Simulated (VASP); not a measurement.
Given:

```
CELL_PARAMETERS angstrom
      4.35288     0.00000     0.00000
      0.00000     4.35288     0.00000
      0.00000     0.00000     4.35288
ATOMIC_POSITIONS crystal
  Co 0.85435 0.64565 0.35435
  Co 0.35435 0.85435 0.64565
  Co 0.14565 0.14565 0.14565
  Co 0.64565 0.35435 0.85435
  Si 0.15688 0.34312 0.65688
  Si 0.65688 0.15688 0.34312
  Si 0.84312 0.84312 0.84312
  Si 0.34312 0.65688 0.15688
```

Level of theory: LDA (Ceperley-Alder, Perdew-Zunger), VASP's LDA PAW potentials (set 64) (plane waves; VASP). Run with 500 eV cut-off, 7×7×7 Γ-centred mesh, first-order Methfessel-Paxton smearing of 0.10 eV, potentials Co Si.

Estimate the energy per atom (σ→0), band gap (on the k-mesh) with the smallest direct gap where there is one.

The band gap (on the k-mesh) is none (metal, semimetal or under 0.01 eV) and the energy per atom (σ→0) comes out as -755.5 kJ/mol of atoms.

Total energies compare only between runs with the same potentials, cut-off and functional.

The compound is CoSi in the B20 structure. It was relaxed first, which changed the volume by -6 %. The run is not spin-polarised, so no magnetic state was tried.
